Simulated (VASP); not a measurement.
Cost and result of VASP (PAW) for the lattice constant a of BaS (rock salt). Static lattice. The cost counts the five points of the equation of state, each on the mesh and cut-off of its row, so the ratios hold those differences too. With PBE it took about 50 core-seconds. Times come from single runs on busy shared machines, so they are rough: good to a factor of about 2.

| level | k-mesh | cut-off (eV) | lattice constant a (Å) | cost over PBE |
|---|---|---|---|---|
| LDA | 7×7×7 | 520 | 6.304 | within a factor of 2 |
| PBE | 7×7×7 | 520 | 6.457 | reference |
| PBEsol | 7×7×7 | 520 | 6.363 | within a factor of 2 |
| SCAN | 7×7×7 | 520 | 6.442 | about 6 times |
| r2SCAN | 7×7×7 | 520 | (withheld) | (withheld) |

Complete the blanks.

- r2SCAN, lattice constant a (Å): 6.452
- r2SCAN, cost over PBE: about 7 times

Left out are levels that failed, ran on another kind of processor or have no fit band path; at most nine are shown.

The compound is BaS in the rock salt structure.
